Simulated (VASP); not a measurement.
Here is a VASP 6.6.1 calculation.

POSCAR

```
GaN
1.0
    3.1800000000      0.0000000000      0.0000000000
   -1.5900000000      2.7539607840      0.0000000000
    0.0000000000      0.0000000000      5.1660000000
Ga N
2 2
Direct
    0.3333333333      0.6666666667      0.0000000000
    0.6666666667      0.3333333333      0.5000000000
    0.3333333333      0.6666666667      0.3750000000
    0.6666666667      0.3333333333      0.8750000000
```

The input INCAR.step1:

```
PREC = Accurate
ENCUT = 520
ISMEAR = -1
SIGMA = 0.02
LREAL = False
LASPH = True
NELM = 100
ALGO = Normal
ISIF = 2
LWAVE = True
LCHARG = False
GGA = PE
EDIFF = 1E-5
```

Contents of INCAR.step2:

```
PREC = Accurate
ENCUT = 520
EDIFF = 1E-7
ISMEAR = -1
SIGMA = 0.02
LREAL = False
LASPH = True
NELM = 100
ALGO = Normal
ISIF = 2
LWAVE = False
LCHARG = False
GGA = PE
LHFCALC = True
HFSCREEN = 0.2
PRECFOCK = Fast
LEFG = True
ISTART = 1
```

The input KPOINTS:

```
regular mesh
0
Gamma
  6 6 3
```

Potentials or basis: VASP PAW PBE potentials, release 64 (Ga_d, N).

Command:

```console
$ cat potpaw_PBE.64/Ga_d/POTCAR potpaw_PBE.64/N/POTCAR > POTCAR
$ cp INCAR.step1 INCAR
$ mpirun -np 1 vasp_std > vasp.out
$ cp INCAR.step2 INCAR
$ mpirun -np 1 vasp_std > vasp.out
```

Task: Predict the band gap on the k mesh.

Result: 3.27 eV, direct.

Task: Predict the largest force.

Result: 0.153 eV/Å.

Forces on the atoms (eV/Å):
```
Ga   0.000  0.000 -0.153
Ga   0.000  0.000 -0.153
N    0.000  0.000  0.153
N    0.000  0.000  0.153
```

Caveat: the PAW data sets were made with another functional, which shifts forces and pressure a little.

**Experimental background.**

“Studying electronic properties in GaN without electrical contacts using γ-γ vs e−-γ Perturbed Angular Correlations”, 2019, pmc:6823545 quotes, for a bulk crystal of GaN: band gap 3.503 ± 0.005 eV (direct).

A measured gap of GaN is 3.503 eV (direct; quoted in “Studying electronic properties in GaN without electrical contacts using γ-γ vs e−-γ Perturbed Angular Correlations”, 2019, pmc:6823545); the calculated 3.27 eV misses it by -0.23 eV. Spin-orbit coupling on Ga is left out. The value is that of HSE06, without temperature or zero-point motion.
